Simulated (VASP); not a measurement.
Set up this calculation in VASP 6.6.1, as the native input.

| Item | Value |
| --- | --- |
| Task | relaxation of cell and atoms |
| Functional | PBE |
| Potentials or basis | VASP PAW PBE potentials, release 64 (In_d, Sb, As) |
| Cutoff | 520 eV |
| k mesh | 8 × 8 × 4 |
| Occupations | gaussian, width 0.1 eV |
| Spin | no spin polarisation |
| Further INCAR settings | ALGO = Normal; EDIFF = 1e-07; IBRION = 2; POTIM = 0.3; EDIFFG = -0.005; NSW = 60; ISIF = 3 |

The structure of InSb2As3 lies in POSCAR:

```
InSb2As3                                
1.0
    4.1418746155     -0.0000000000     -0.0000000000
   -2.0709373078      3.5869686352     -0.0000000000
    0.0000000000      0.0000000000     11.1465544209
  In              Sb              As            
     1     2     3
Direct
     0.0000000000000000    0.0000000000000000    0.5471796661118327
     0.3333333300000021    0.6666666699999979    0.7812715727991704
     0.3333333300000021    0.6666666699999979    0.2178285505101272
     0.6666666699999979    0.3333333300000021    0.4555170871198748
     0.6666666699999979    0.3333333300000021    0.0891285526788555
     0.0000000000000000    0.0000000000000000    0.9091717407801356
```

The cell was built by a generator and needn't be a form met in nature.

The input as run:

INCAR

```
SYSTEM = InSb2As3
PREC = Accurate ; ENCUT = 520
EDIFF = 1E-7 ; ISMEAR = 0
SIGMA = 0.1 ; LREAL = .False.
LASPH = .True. ; NELM = 120
ALGO = Normal ; ISIF = 3
LWAVE = .False. ; LCHARG = .False.
GGA = PE ; IBRION = 2
NSW = 60 ; EDIFFG = -0.005
POTIM = 0.3 ; KPAR = 4
```

KPOINTS

```
regular mesh
0
Gamma
  8 8 4
  0 0 0
```

Potentials or basis: VASP PAW PBE potentials, release 64 (In_d, Sb, As).

Run with:

```bash
$ cat potpaw_PBE.64/In_d/POTCAR potpaw_PBE.64/Sb/POTCAR potpaw_PBE.64/As/POTCAR > POTCAR
$ mpirun -np 4 vasp_std > vasp.out
```

It gave:

```
Relaxed volume                         : 27.61 Å³/atom
Relaxed cell                           : a = 4.142 Å, b = 4.142 Å, c = 11.147 Å, α = 90.00°, β = 90.00°, γ = 120.00°
Space group after relaxing (to 0.05 Å) : P3m1 (No. 156)
Energy gained by relaxing              : 0.0 meV/atom
Ionic steps                            : 2
Pressure after relaxing                : 0.0 GPa
Largest force after relaxing           : 0.005 eV/Å
Band gap on the k mesh                 : none (metal or under the smearing width)
```

Wall time 49 s on 4 MPI ranks on Intel(R) Xeon(R) Platinum 8488C (Sapphire Rapids), on a shared host, peak memory 0.38 GiB a rank.
